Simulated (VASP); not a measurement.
VASP ran on this input.

INCAR:
```
PSTRESS=50   # kbar
ISMEAR=0
LREAL=.FALSE.   # projection in real space or not
LMAXMIX=4   # l cut-off of mixed one-centre charges
GGA=PE   # PBE
ALGO=Normal   # blocked Davidson
LASPH=.TRUE.   # aspherical one-centre terms
LCHARG=.FALSE.
EDIFFG=-0.02
IBRION=2
NSW=40   # most ionic steps
NELM=100   # most electronic steps
PREC=Accurate
ISIF=3   # ions, shape and volume
SYSTEM=CdSe
EDIFF=1E-6
ENCUT=500   # plane-wave cut-off (eV)
LWAVE=.FALSE.
SIGMA=0.05   # width (eV)
```

File POSCAR:
```
CdSe
1
    0.0000000000     3.1053130957     3.1053130957
    3.1053130957     0.0000000000     3.1053130957
    3.1053130957     3.1053130957     0.0000000000
Cd Se
1 1
Direct
  0.0000000000   0.0000000000   0.0000000000
  0.2500000000   0.2500000000   0.2500000000
```

KPOINTS:
```
kpoints
0
G
7 7 7
```

POTCAR, in this order: Cd Se (PBE.64 set). Program: vasp_std.

Write an equivalent input for Quantum ESPRESSO's pw.x.

One equivalent input (not run):
```
&CONTROL
  calculation = 'vc-relax'
  pseudo_dir = './pseudo'
  outdir = './out'
  tprnfor = .true.
  tstress = .true.
  nstep = 40
  forc_conv_thr = 0.00078
/
&SYSTEM
  ibrav = 0
  nat = 2
  ntyp = 2
  ecutwfc = 102
  occupations = 'smearing'
  smearing = 'gaussian'
  degauss = 0.003675
  input_dft = 'pbe'
/
&ELECTRONS
  conv_thr = 7.3e-08
  electron_maxstep = 100
/
&IONS
/
&CELL
  press = 50
/
ATOMIC_SPECIES
  Cd 112.414 Cd.upf
  Se 78.971 Se.upf
CELL_PARAMETERS angstrom
     0.0000000    3.1053131    3.1053131
     3.1053131    0.0000000    3.1053131
     3.1053131    3.1053131    0.0000000
ATOMIC_POSITIONS crystal
  Cd   0.0000000  0.0000000  0.0000000
  Se   0.2500000  0.2500000  0.2500000
K_POINTS automatic
  7 7 7 0 0 0
```
What does not carry over: the potentials are each code's own (VASP's PAW set, PseudoDojo norm-conserving files in pw.x), so ENCUT and ecutwfc are chosen apart and not converted; conv_thr bounds pw.x's estimated SCF error, while EDIFF bounds the energy change between steps; forc_conv_thr acts on force components and is met together with etot_conv_thr.

The compound is CdSe in the zinc blende structure, whereas wurtzite is the usual form. This run relaxes it under an external pressure of 5 GPa. Symmetry was kept, so distortions that lower it aren't found.
